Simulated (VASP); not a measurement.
Data:

```xyz
4
Lattice="1.2555 -2.1745 0.0000 1.2555 2.1745 0.0000 0.0000 0.0000 6.5366" Properties=species:S:1:pos:R:3 pbc="T T T"
B      1.2555     0.7248     1.6342
B      1.2555    -0.7248     4.9025
N      1.2555    -0.7248     1.6342
N      1.2555     0.7248     4.9025
```

All values below come from rev-vdW-DF2, VASP's PBE PAW potentials (set 64) (plane waves; VASP). Run with 520 eV cut-off, 11×11×4 Γ-centred mesh, tetrahedra with Blöchl corrections, potentials B N.

The cores are frozen, which limits the accuracy of field gradients.

Question: Give the principal components of the electric field gradient (V/Å²) and the asymmetry η at each nucleus.

Answer: 
```csv
atom,Vxx,Vyy,Vzz,η
B1,-17.8,-17.8,35.6,0.00
B2,-17.8,-17.8,35.6,0.00
N3,-2.0,-2.0,4.0,0.00
N4,-2.0,-2.0,4.0,0.00
```

The compound is BN in the hex structure. It was relaxed first.
